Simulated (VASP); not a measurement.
The system is HfGe.

```
Hf Ge
1.0
     4.01705    0.00000    0.00000
    -2.00853    3.47887    0.00000
     0.00000    0.00000    5.13259
Hf Ge
2 2
Direct
  0.33333 0.66667 0.25000
  0.66667 0.33333 0.75000
  0.00000 0.00000 0.00000
  0.00000 0.00000 0.50000
```

The cell was built by a generator and needn't be a form met in nature.

```yaml
Program: VASP 6.6.1
Task: relaxation of cell and atoms
Functional: PBE
Potentials_or_basis: VASP PAW PBE potentials, release 64 (Hf_pv, Ge_d)
Cutoff: 520 eV
k_mesh: 6 × 6 × 4
Occupations: gaussian, width 0.15 eV
Spin: no spin polarisation
```

At the start: pressure 15.6 GPa; volume 17.93 Å³/atom.

Problem. How do energy, volume and symmetry change on relaxing?

Solution. Over 9 steps the energy falls by 126.7 meV/atom and the volume is 19.93 Å³/atom (+11.1 %); space group P6_3/mmc (No. 194, to 0.05 Å).

Step by step:
```tsv
step	energy change (eV)	largest force (eV/Å)	pressure (GPa)	volume (Å³)
1	0.0000	0.0000	15.60	71.73
2	0.0190	0.0000	-12.17	91.30
3	-0.4484	0.0000	-0.84	80.53
4	-0.4475	0.0000	-1.57	80.79
5	-0.5026	0.0000	-0.76	80.04
6	-0.5069	0.0000	-1.26	79.75
7	-0.4933	0.0000	0.59	79.14
8	-0.5065	0.0000	1.29	79.65
9	-0.5069	0.0000	0.18	79.71
```

Final structure:
```cif
data_structure
_symmetry_space_group_name_H-M 'P 1'
_symmetry_Int_Tables_number 1
_cell_length_a 4.0423
_cell_length_b 4.0423
_cell_length_c 5.6330
_cell_angle_alpha 90.000
_cell_angle_beta 90.000
_cell_angle_gamma 120.000
_cell_volume 79.71
loop_
_atom_site_label
_atom_site_type_symbol
_atom_site_fract_x
_atom_site_fract_y
_atom_site_fract_z
_atom_site_occupancy
Hf1 Hf 0.33333 0.66667 0.25000 1
Hf2 Hf 0.66667 0.33333 0.75000 1
Ge1 Ge 0.00000 0.00000 0.00000 1
Ge2 Ge 0.00000 0.00000 0.50000 1
```
